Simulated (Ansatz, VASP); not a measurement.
# Cross-check of LiSc between VASP and Ansatz

One calculation is typed for both programs; each brings its own data sets. How far apart do they land? The cell is generated by rule, not measured, and may not be a known phase. The cell is taken from a series of runs on this material, whose earlier steps may have relaxed, scaled, displaced or heated it; both programs get it as it stands.

Main program and level: Ansatz 0.2.0; plane waves, with VASP 6.6.1 beside it; relaxation of cell and atoms at PBEsol.

The structure was built from a prototype and need not be the compound's stable phase.

### Step 1. The starting structure

It takes space group Pm-3m (No. 221, cubic). The conventional cell has a = 3.451 Å, b = 3.451 Å, c = 3.451 Å, α = 90.00°, β = 90.00°, γ = 90.00°. Nearest to Sc lie 8 Li at 2.99 Å. Li has 8 Sc at 2.99 Å nearest. Farther neighbours are not listed.

### Step 2. VASP: relaxation of cell and atoms, PBEsol

The relaxed volume is the usual yardstick between codes: in a stiff, nearly cubic crystal its relative difference is about their pressure difference at one cell divided by the bulk modulus.

Lines of VASP's logs that name or quote its potential files are left out, and so is its time.

The input, INCAR:

```
SYSTEM = LiSc
PREC = Accurate
ENCUT = 750
EDIFF = 1E-07
NELM = 120
ISMEAR = 1
SIGMA = 0.15
LREAL = .FALSE.
ALGO = Normal
GGA = PS
NBANDS = 13
LASPH = .TRUE.
LORBIT = 11
LWAVE = .FALSE.
LCHARG = .FALSE.
ISIF = 3
IBRION = 2
NSW = 80
EDIFFG = -0.005
GGA_COMPAT = .FALSE.
NELMIN = 4
KPAR = 2
```

The input, POSCAR:

```
LiSc
1.0
    3.4513890000      0.0000000000      0.0000000000
    0.0000000000      3.4513890000      0.0000000000
    0.0000000000      0.0000000000      3.4513890000
Sc Li
1 1
Direct
    0.4999998551      0.4999998551      0.4999998551
    0.0000000000      0.0000000000      0.0000000000
```

The input, KPOINTS:

```
Automatic mesh
0
Gamma
12 12 12
0 0 0
```

The projector-augmented-wave data sets are Sc_sv and Li_sv (PBE family, release 64).

On the command line:

```console
> mpirun -np 2 vasp_std
```

Numbers of over 12 decimals in the logs are rounded to 6 here.

The log of the run:

```text
[banner, memory and clock lines left out]
running    2 mpi-ranks, on    1 nodes
 distrk:  each k-point on    1 cores,    2 groups
 distr:  one band on    1 cores,    1 groups

 POSCAR found type information on POSCAR ScLi
 POSCAR found :  2 types and       2 ions
|                                                                             |
|               ----> ADVICE to this user running VASP <----                  |
|                                                                             |
|     You enforced a specific xc type in the INCAR file but a different       |
|     [... a line on the potential file left out ...]
|     I HOPE YOU KNOW WHAT YOU ARE DOING!                                     |
|                                                                             |

 LDA part: xc-table for (Slater+PW92), standard interpolation
 POSCAR, INCAR and KPOINTS ok, starting setup
 FFT: planning ... GRIDC
 FFT: planning ... GRID_SOFT
 FFT: planning ... GRID
 WAVECAR not read
 entering main loop
       N       E                     dE             d eps       ncg     rms          rms(c)
DAV:   1     0.170938743305E+03    0.17094E+03   -0.77048E+03  2184   0.141E+03
DAV:   2    -0.318792405789E+01   -0.17413E+03   -0.16986E+03  2264   0.382E+02
DAV:   3    -0.927676158675E+01   -0.60888E+01   -0.58937E+01  3162   0.903E+01
DAV:   4    -0.978694753331E+01   -0.51019E+00   -0.50774E+00  3442   0.178E+01
DAV:   5    -0.979901621477E+01   -0.12069E-01   -0.12064E-01  3050   0.245E+00    0.582E+00
DAV:   6    -0.821223452938E+01    0.15868E+01   -0.32238E+00  3441   0.200E+01    0.134E+00
DAV:   7    -0.812294014866E+01    0.89294E-01   -0.27477E-01  3669   0.490E+00    0.758E-01
DAV:   8    -0.811885009771E+01    0.40901E-02   -0.88413E-02  3275   0.403E+00    0.475E-01
DAV:   9    -0.811148436797E+01    0.73657E-02   -0.31331E-02  3325   0.198E+00    0.808E-02
DAV:  10    -0.811128987704E+01    0.19449E-03   -0.76017E-04  3375   0.286E-01    0.160E-02
DAV:  11    -0.811129132915E+01   -0.14521E-05   -0.56937E-05  3567   0.672E-02    0.777E-03
DAV:  12    -0.811128962501E+01    0.17041E-05   -0.85255E-06  3445   0.316E-02    0.207E-03
DAV:  13    -0.811128947632E+01    0.14869E-06   -0.68998E-08  1812   0.265E-03    0.106E-03
DAV:  14    -0.811128943090E+01    0.45416E-07   -0.88091E-08  1894   0.352E-03
   1 F= -.81112894E+01 E0= -.81106805E+01  d E =-.811129E+01
 curvature:   0.00 expect dE= 0.000E+00 dE for cont linesearch  0.000E+00
 trial: gam= 0.00000 g(F)=  0.000E+00 g(S)=  0.176E-04 ort = 0.000E+00 (trialstep = 0.100E+01)
 search vector abs. value=  0.176E-04
 bond charge predicted
       N       E                     dE             d eps       ncg     rms          rms(c)
DAV:   1    -0.811148345469E+01   -0.19398E-03   -0.38046E-03  2748   0.852E-01    0.890E-02
DAV:   2    -0.811130657089E+01    0.17688E-03   -0.59676E-04  3248   0.327E-01    0.225E-02
DAV:   3    -0.811130211089E+01    0.44600E-05   -0.61039E-06  2525   0.214E-02    0.136E-02
DAV:   4    -0.811130025076E+01    0.18601E-05   -0.59716E-06  2866   0.193E-02    0.840E-04
DAV:   5    -0.811130050001E+01   -0.24925E-06   -0.24510E-06  3107   0.987E-03    0.148E-03
DAV:   6    -0.811130048839E+01    0.11615E-07   -0.32571E-08  1293   0.120E-03
   2 F= -.81113005E+01 E0= -.81106905E+01  d E =-.110575E-04
 trial-energy change:   -0.000011  1 .order   -0.000011   -0.000018   -0.000005
 step:   1.3928(harm=  1.3928)  dis= 0.00000  next Energy=    -8.111302 (dE=-0.123E-04)
 reached required accuracy - stopping structural energy minimisation
```

OUTCAR, selected parts (step 2):

```text
ion  position               nearest neighbor table
   1  0.500  0.500  0.500-   2 2.99   2 2.99   2 2.99   2 2.99   2 2.99   2 2.99   2 2.99   2 2.99

  LATTYP: Found a simple cubic cell.
 ALAT       =     3.4513890000

 Subroutine GETGRP returns: Found 48 space group operations
 (whereof 48 operations were pure point group operations)

The static configuration has the point symmetry O_h .

 Found     84 irreducible k-points:

   k-points           NKPTS =     84   k-points in BZ     NKDIM =     84   number of bands    NBANDS=     13

   dimension x,y,z NGX =    32 NGY =   32 NGZ =   32
   dimension x,y,z NGXF=    64 NGYF=   64 NGZF=   64

   ENCUT  =  750.0 eV  55.12 Ry    7.42 a.u.   7.71  7.71  7.71*2*pi/ulx,y,z

   NELECT =      14.0000    total number of electrons

 k-points in reciprocal lattice and weights: Automatic mesh
   0.00000000  0.00000000  0.00000000       0.001
   0.08333333  0.00000000  0.00000000       0.003
   0.16666667  0.00000000  0.00000000       0.003
   0.25000000  0.00000000  0.00000000       0.003
   0.33333333  0.00000000  0.00000000       0.003
   0.41666667  0.00000000  0.00000000       0.003
   0.50000000  0.00000000  0.00000000       0.002
   0.08333333  0.08333333  0.00000000       0.007
   0.16666667  0.08333333  0.00000000       0.014
[...]
0.50000000  0.50000000  0.41666667       0.003
   0.50000000  0.50000000  0.50000000       0.001

 average (electrostatic) potential at core
       1 -48.6651       2 -61.2582

 E-fermi :   2.5807

 k-point     1 :       0.0000    0.0000    0.0000
  band No.  band energies     occupation
    ...
      4     -25.7748      2.00000
      5     -25.7748      2.00000
      6      -2.0043      2.00000
      7       2.5659      1.16579
      8       2.5659      1.16579
      9       5.1787     -0.00000
     10       5.1787     -0.00000
     11       5.1787     -0.00000
     12       8.6909      0.00000
     13       8.6909      0.00000

 k-point     2 :       0.0833    0.0000    0.0000
  band No.  band energies     occupation
    ...
      4     -25.7741      2.00000
      5     -25.7741      2.00000
      6      -1.9184      2.00000
      7       2.5676      1.14714
      8       2.5943      0.84626
      9       5.0677     -0.00000
     10       5.0677     -0.00000
     11       5.1853     -0.00000
     12       8.3378      0.00000
     13       8.8842      0.00000

 k-point     3 :       0.1667    0.0000    0.0000
  band No.  band energies     occupation
    ...
      3     -25.8056      2.00000
      4     -25.7721      2.00000
      5     -25.7721      2.00000
      6      -1.6689      2.00000
      7       2.5477      1.36177
      8       2.6739      0.14078
      9       4.8029     -0.00000
     10       4.8029     -0.00000
     11       5.2035     -0.00000
     12       7.6007      0.00000
    ...

  Total       -0.0044018     -0.0044018     -0.0044018     -0.0000000      0.0000000      0.0000000
  in kB       -0.1717332     -0.1717332     -0.1717332     -0.0000000      0.0000000      0.0000000
  external PRESSURE =      -0.1717332 kB  Pullay stress =       0.0000000 kB

  energy-cutoff  :      750.00
  volume of cell :       41.07
      direct lattice vectors                 reciprocal lattice vectors
     3.450089621  0.000000000  0.000000000     0.289847543 -0.000000000 -0.000000000
     0.000000000  3.450089621 -0.000000000     0.000000000  0.289847543 -0.000000000
     0.000000000  0.000000000  3.450089621     0.000000000  0.000000000  0.289847543

 POSITION                                       TOTAL-FORCE (eV/Angst)
 -----------------------------------------------------------------------------------
      1.72504      1.72504      1.72504         0.000000      0.000000      0.000000
      0.00000      0.00000      0.00000        -0.000000     -0.000000      0.000000
 -----------------------------------------------------------------------------------
    total drift:                                0.000579      0.000579      0.000579

  FREE ENERGIE OF THE ION-ELECTRON SYSTEM (eV)
  ---------------------------------------------------
  free  energy   TOTEN  =        -8.1113004884 eV

  energy  without entropy=       -8.1094705960  energy(sigma->0) =       -8.11069052

 reached required accuracy - stopping structural energy minimisation

 total charge
# of ion       s       p       d       tot
------------------------------------------
    1        2.265   6.086   0.936   9.288
    2        2.052   0.079   0.000   2.132
--------------------------------------------------
tot          4.317   6.165   0.936  11.419

[... 3 further parts left out ...]
```

CONTCAR:

```
LiSc
   1.00000000000000
     3.4500896213429457    0.0000000000000000    0.0000000000000000
     0.0000000000000000    3.4500896213429457   -0.0000000000000000
     0.0000000000000000    0.0000000000000000    3.4500896213429457
  Sc              Li
     1     1
Direct
     0.4999998551000004    0.4999998551000004    0.4999998551000004
     0.0000000000000000    0.0000000000000000    0.0000000000000000
```

The run keeps the 48 symmetry operations of its start, so it cannot find a distortion of lower symmetry.

### Step 3. Ansatz: relaxation of cell and atoms, PBEsol

Ansatz runs on its default PAW (the set named soft_2) files.

The same cell, functional, mesh and smearing now go to Ansatz, which takes its cutoff from its data sets.

The input, input.yaml:

```yaml
crystal:
  lattice:
    - [3.4513889793, 0.0, 0.0]
    - [0.0, 3.4513889793, 0.0]
    - [0.0, 0.0, 3.4513889793]
  atoms:
    - { symbol: Sc, position: [0.5, 0.5, 0.5] }
    - { symbol: Li, position: [0.0, 0.0, 0.0] }
kpoints:
  mp_grid: { grid: [12, 12, 12] }
hamiltonian:
  xc: pbesol
scf:
  occupations: { method: methfessel_paxton, width: 0.15 }
output:
  forces: true
  stress: true
  eigenvalues: true
relax:
  adjacent_minimum: "off"
  f_tol: 0.001
  max_steps: 60
  cell: { stress_tol: 0.01 }
```

On the command line:

```console
> ansatz run input.yaml --threads 4 --pin off --max-ram 7168MiB --backend cpu --events-out ev --progress --plain --runs-dir out
```

The log of the run:

```text
Engine: ansatz 0.2.0, aarch64-unknown-linux-gnu
Pseudopotentials: kind: paw
Pseudopotential: Sc, paw, valence charge 11, recommended cutoff 420 eV (normal), Sc.paw.azcp
Pseudopotential: Li, paw, valence charge 3, recommended cutoff 420 eV (normal), Li.paw.azcp
Functional definition: PBEsol
  exchange = pbesol_x
  correlation = pbesol_c
Crystal: 2 atoms, lattice volume = 41.113 Å³
Basis set: ecut = 420 eV, 799 PW (Γ), exchange–correlation on 48×48×48 points (8 copies of the dense FFT grid, shifted against one another)
Bands: 11, of which v1, the nominal top of the filled ones, is band 7 counted from 1 (6 counted from 0)
Symmetry: 48 space group operations
Space group: Pm-3m (ITA 221), of the structure as read, at distance tolerance 3.5e-5 Å
k-points: 84 of 1728
Non-local potential: Sc, projectors of the file, l = 0: 3, l = 1: 2, l = 2: 3, l = 3: 1
Non-local potential: Li, projectors of the file, l = 0: 3, l = 1: 2, l = 2: 1
PAW form: soft (Blöchl's): semilocal exchange-correlation on the pseudo side does not see the compensation charge
PAW frozen core: Sc, regenerated for the run's functional, and the local potential with it (the file was generated under x = pbe(κ = 0.804, μ = 0.219515), c = pbe(β = 0.066725))
PAW one-centre angular grid: Sc, 590 points (default); XC on 64 Gauss nodes
PAW one-centre angular grid: Li, 110 points (default); XC on 64 Gauss nodes
Initial density: superposition of atomic densities (neutral atoms: chi_scale 0, normalization atom), corrected by the library's trained network
Initial wavefunctions: pseudopotential atomic-orbital guess
Functional: x = pbesol(κ = 0.804, μ = 0.123457), c = pbesol(β = 0.046)
SCF iter   1: F=—  HF=-2313.906061 eV  |F-HF|=—  |Δ(HF+E_count)|=         —  Δρ=4.06e-3  dr2=7.18e-3  ethr=1.77e-3  ⟨swp⟩=4.0  Hψ=4267  notcnv=0
preconditioner: auto → none  [metal: Δε(μ)=0.005 eV  Ē_g=2.785 eV  σ=0.150 eV  W_gap=0.03  n_scr=6 (ndim 8)  ℏωp=11.6 eV  f_vac=0.000  D(μ)=3.03/eV (n_scr^D=32)  sad-step TF]
SCF iter   2: F=—  HF=-2313.903513 eV  |F-HF|=—  |Δ(HF+E_count)|=   2.55e-3  S|Δr|=    0.00e0  Δρ=1.46e-3  dr2=7.86e-4  ethr=5.13e-5  ⟨swp⟩=1.8  Hψ=1947  notcnv=0
SCF iter   3: F=—  HF=-2313.903243 eV  |F-HF|=—  |Δ(HF+E_count)|=   2.69e-4  S|Δr|=    0.00e0  Δρ=4.92e-4  dr2=1.05e-4  ethr=5.62e-6  ⟨swp⟩=2.2  Hψ=1050  notcnv=0
SCF iter   4: F=—  HF=-2313.903227 eV  |F-HF|=—  |Δ(HF+E_count)|=   1.61e-5  S|Δr|=    0.00e0  Δρ=1.30e-4  dr2=7.61e-6  ethr=7.51e-7  ⟨swp⟩=2.9  Hψ=1558  notcnv=0
SCF iter   5: F=—  HF=-2313.903173 eV  |F-HF|=—  |Δ(HF+E_count)|=   5.41e-5  S|Δr|=    0.00e0  Δρ=2.17e-5  dr2=1.81e-7  ethr=5.44e-8  ⟨swp⟩=2.6  Hψ=1378  notcnv=0
SCF iter   6: F=-2313.903173 eV  HF=-2313.903173 eV  |F-HF|=4.30e-10  |Δ(HF+E_count)|=   2.00e-8  S|Δr|=    0.00e0  Δρ=1.67e-6  dr2=5.17e-10  ethr=7.14e-10  ⟨swp⟩=4.0  Hψ=3750  notcnv=0
SCF 1 converged in 6 iterations: F = -2313.903173 eV  dr2 = 5.17e-10
  greatest PAW one-centre occupation: 1.000 electrons in one spin orbital (limit 2), on the Li atom at site 1 (counted from 0), in its partial waves of l = 0
relax step   1: F+E_penalty+E_count = -2313.90317324 eV  Δ(F+E_penalty+E_count) = +0.000e0 eV  max|allowed force component| = 2.100e-30 eV/Å  Δτ_max = 0.0000 Å  P = -0.013 GPa  Ω = 41.113 Å³  (6 SCF iters, dr2 threshold 1.00e-7 eV, accepted)
[...]
relax step   2: F+E_penalty+E_count = -2313.90317481 eV  Δ(F+E_penalty+E_count) = -1.569e-6 eV  max|allowed force component| = 2.962e-29 eV/Å  Δτ_max = 0.0000 Å  P = +0.005 GPa  Ω = 41.093 Å³  energy of the carried Pulay correction = +1.050e-6 eV  (4 SCF iters, dr2 threshold 4.40e-10 eV, accepted)
[...]
relax step   3: F+E_penalty+E_count = -2313.90317419 eV  Δ(F+E_penalty+E_count) = +6.166e-7 eV  max|allowed force component| = 4.628e-29 eV/Å  Δτ_max = 0.0000 Å  P = +0.005 GPa  Ω = 41.093 Å³  stress off target by 4.89e-3 GPa  SCF on the basis re-selected at this cell (its energy is not comparable with the rows above)  (5 SCF iters)
basis re-selected at this cell: Δ(F+E_penalty+E_count) = +6.166e-7 eV, ΔP = +0.000 GPa vs the last step (what re-selecting the basis moved, of the pressure what is left beyond the Pulay correction that the steps carried, after the strain that the cell walked since its last selection, with what the two solves' SCF thresholds leave and, on support functions, any second-order correction that the steps lacked; it is no m [...]
SCF converged after 5 iterations
Stability not checked: this state was not tested for a lower state beside it, because cold or Methfessel-Paxton smearing, or corrected tetrahedra, fill the levels in a way that the test cannot read (fill_not_monotonic; see scf.lower_state_search)
Free energy (F): -2313.903174 eV
Harris-Foulkes:  -2313.903174 eV  (|F-HF|=4.55e-13)
Internal energy: -2313.901359 eV  (E = F + TS)
E sigma→0 (E₀):  -2313.902720 eV
Entropy (-TS):   -0.001815 eV (-0.907 meV/atom)
Fermi energy:    6.120574 eV
--- Per-component energies (eV) ---
  E_band       = -278.357757
  E_kinetic    = 281.006169
  E_local      = -1061.583776  (includes V_loc(G=0)·N_el)
  E_nonlocal   = 51.379994
  E_hartree    = 359.373441
  E_xc         = -112.677302
  E_vxc        = -140.607149  (∫ρ·V_xc dr)
  E_paw        = -951.534427  (= ΣΔE_a)
  E_vpaw       = -127.299902  (= ΣTr[D̂ρ^β])
  E_aug_tail   = 0.000024  (compensation charges beyond the density's cutoff)
  E_ewald      = -879.994507
  E_core_change = 0.129025  (= ΣΔE_core)
  E_smearing   = -0.001815  (= −TS)
  E_closure    = 0.000000  (closes the sum)
  Σ components = -2313.903174   (vs F -2313.903174, Δ=0.00e0)
--- Forces (eV/Å), atoms counted from 1 ---
  atom   1  Sc     0.00000000    -0.00000000     0.00000000
  atom   2  Li     0.00000000    -0.00000000     0.00000000
  max |Σ_I F_I| component: 9.26e-29 eV/Å
--- Stress (GPa, compression-positive) ---
        0.004894      -0.000000      -0.000000
       -0.000000       0.004894      -0.000000
       -0.000000      -0.000000       0.004894
  P = ⅓ Tr σ = 0.0049 GPa (0.049 kbar)
--- Band table (eV; the first three rows and the last of 84) ---
  k-point 0: bands = [... 3 lower, -22.2367, -22.2367, 1.5418, 6.1072, 6.1072, 8.7186, 8.7186, 8.7186]
  k-point 1: bands = [... 3 lower, -22.2360, -22.2360, 1.6271, 6.1087, 6.1356, 8.6074, 8.6074, 8.7252]
  k-point 2: bands = [... 3 lower, -22.2340, -22.2340, 1.8758, 6.0884, 6.2150, 8.3424, 8.3424, 8.7434]
  k-point 83: bands = [... 3 lower, -22.3314, -22.3314, 5.3863, 5.3863, 5.3863, 9.4050, 9.4050, 10.5309]
--- Relaxed structure (2 steps of the walk, 2 accepted, 1 SCFs on fresh bases) ---
  F+E_penalty+E_count = -2313.90317419 eV   max|allowed force component| = 4.628e-29 eV/Å   (the final SCF, on the basis selected at the relaxed cell)
  cell:  # Å, volume = 41.0934 Å³
    - [3.450835, 0, 0]
    - [0, 3.450835, 0.0]
    - [0, 0.0, 3.450835]
  atoms:
    - { symbol: Sc, position: [0.500000, 0.500000, 0.500000] }
    - { symbol: Li, position: [0, 0, 0] }
```

### Step 4. Side by side

Known differences besides the potentials themselves: the cutoff is 420 eV in Ansatz and 750 eV in VASP; Ansatz makes its cores anew for this functional, VASP keeps those of its PBE data sets; Ansatz adds a Pulay correction to the stress that steers its cell, VASP none. Total energies have different zeros and are not compared.

Compared:

```
                                         quantity  Ansatz   VASP  difference
                                      volume (Å³)   41.09  41.07     +0.06 %
edge a after relaxation, in the typed setting (Å)   3.451  3.450     +0.02 %
```

### Step 5. Outcome

```json
{"difference in volume (relaxation of cell and atoms, PBEsol)": "0.065 %"}
```

In words: The difference in volume is 0.065 % (relaxation of cell and atoms, PBEsol), within the 1.2 % picked in this series as the mark of a large difference, as far as the stopping tolerances let one tell. 2 further runs of this series are not shown here. Such differences can come from data sets, numerical settings and the points named under the comparisons, not from the functional's error against experiment.

[Lines on the potential files, build, host, timing and source positions are cut from VASP's logs without a mark.]

[Logs are printed without paths, hosts, clocks, repeated set-up lines and the standing remarks that a program may print on its own settings, such as how far it seeks lower states.]

[Hosts, paths, dates, database ids (printed as entryN), source tags and the programs' standing remarks are cut or masked in the printed files.]
